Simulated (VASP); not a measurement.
A convergence study with VASP on HfO2 (fluorite): one setting is varied, all else stays as given below, so the limit is that of these other settings.

```
HfO2
1.0
    0.00000     2.54000     2.54000
    2.54000     0.00000     2.54000
    2.54000     2.54000     0.00000
Hf O
1 2
Direct
  0.00000   0.00000   0.00000
  0.25000   0.25000   0.25000
  0.75000   0.75000   0.75000
```

Computed with PBE GGA, VASP's PBE PAW potentials (set 64) (plane waves; VASP). The tightest run used: 700 eV cut-off, 12×12×12 Monkhorst-Pack mesh, Gaussian smearing of 0.050 eV, potentials Hf_pv O.

Task: The settings run are 1×1×1 mesh; 2×2×2 mesh; 3×3×3 mesh; 4×4×4 mesh; 5×5×5 mesh; 6×6×6 mesh; 7×7×7 mesh; 8×8×8 mesh; 9×9×9 mesh; 10×10×10 mesh; 11×11×11 mesh; 12×12×12 mesh. From which on does the energy per atom stay within 0.002 eV/atom of the tightest run?

Result: From 4×4×4 mesh on: it is off by 0.0002 there and by no more than 0.002 in any finer run, while 3×3×3 mesh is off by 0.0031.
| setting | E (eV/atom) | pressure (GPa) | irreducible k-points | difference judged (eV/atom) |
|---|---|---|---|---|
| 1×1×1 mesh | -10.2213 | -28.50 | 1 | 0.1343 |
| 2×2×2 mesh | -10.1118 | -1.95 | 2 | 0.0247 |
| 3×3×3 mesh | -10.0839 | -1.40 | 4 | 0.0031 |
| 4×4×4 mesh | -10.0872 | -1.39 | 10 | 0.0002 |
| 5×5×5 mesh | -10.0870 | -1.39 | 10 | 0.0000 |
| 6×6×6 mesh | -10.0870 | -1.39 | 28 | 0.0000 |
| 7×7×7 mesh | -10.0870 | -1.39 | 20 | 0.0000 |
| 8×8×8 mesh | -10.0870 | -1.39 | 60 | 0.0000 |
| 9×9×9 mesh | -10.0870 | -1.39 | 35 | 0.0000 |
| 10×10×10 mesh | -10.0870 | -1.39 | 110 | 0.0000 |
| 11×11×11 mesh | -10.0870 | -1.39 | 56 | 0.0000 |
| 12×12×12 mesh | -10.0870 | -1.39 | 182 | 0.0000 |

Left out are rungs that failed or repeat a setting and relaxations that didn't move; long series are thinned to 24 rows.

The compound is HfO2 in the fluorite structure, the high-temperature cubic form, which is unstable at 0 K; the monoclinic form is the stable one. The cell was not relaxed at this level.
